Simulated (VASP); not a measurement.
Input:

```yaml
crystal:
  lattice:
    - [1.59215, 0.91923, 6.48210]
    - [-1.59215, 0.91923, 6.48210]
    - [0.00000, -1.83846, 6.48210]
  atoms:
    - { symbol: Mo, position: [0.99978, 0.99978, 0.99978] }
    - { symbol: S, position: [0.41294, 0.41294, 0.41294] }
    - { symbol: S, position: [0.25330, 0.25330, 0.25330] }
```

The numbers are results of PBE GGA, VASP's PBE PAW potentials (set 64) (plane waves; VASP), not measurements. Settings: 300 eV cut-off, 12×12×12 Γ-centred mesh, Gaussian smearing of 0.010 eV, potentials Mo_sv S.

At this cut-off the stress carries a Pulay error, which pulls relaxed volumes low.

Task: Which forces act on the atoms, in eV/Å?

Result: 
```
atom     Fx     Fy      Fz
----  -----  -----  ------
Mo1   0.000  0.000   0.000
S2    0.000  0.000   0.157
S3    0.000  0.000  -0.156
```

Task: Give the stress tensor in GPa (positive for a compressed cell).

Result: 
```
0.42  0.00  0.00
0.00  0.42  0.00
0.00  0.00  1.85
```
The pressure is its mean diagonal, 0.90 GPa.

The structure comes from a computed database's MoS2 entry; how it stands against other phases isn't given here. The cell was not relaxed at this level.
